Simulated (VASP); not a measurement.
Here is the system:

```yaml
crystal:
  lattice:
    - [1.13012, -1.95743, 0.01695]
    - [1.13012, 1.95743, 0.01695]
    - [0.05326, 0.00000, 3.55096]
  atoms:
    - { symbol: Be, position: [0.33333, 0.66667, 0.25000] }
    - { symbol: Be, position: [0.66667, 0.33333, 0.75000] }
```

Calculation: PBEsol GGA, VASP's PBE PAW potentials (set 64) (plane waves; VASP). Settings: 480 eV cut-off, 18×18×10 Γ-centred mesh, first-order Methfessel-Paxton smearing of 0.10 eV, potentials Be.

Predict the energy per atom (σ→0), band gap (on the k-mesh) with the smallest direct gap where there is one.

| Quantity | Result |
|---|---|
| band gap (on the k-mesh) | none (metal, semimetal or under 0.01 eV) |
| energy per atom (σ→0) | -3.993 eV/atom |

The absolute energy has meaning only against runs of the same code, potentials and settings.

The compound is Be in the hcp structure. This cell was strained or had an atom moved on purpose.
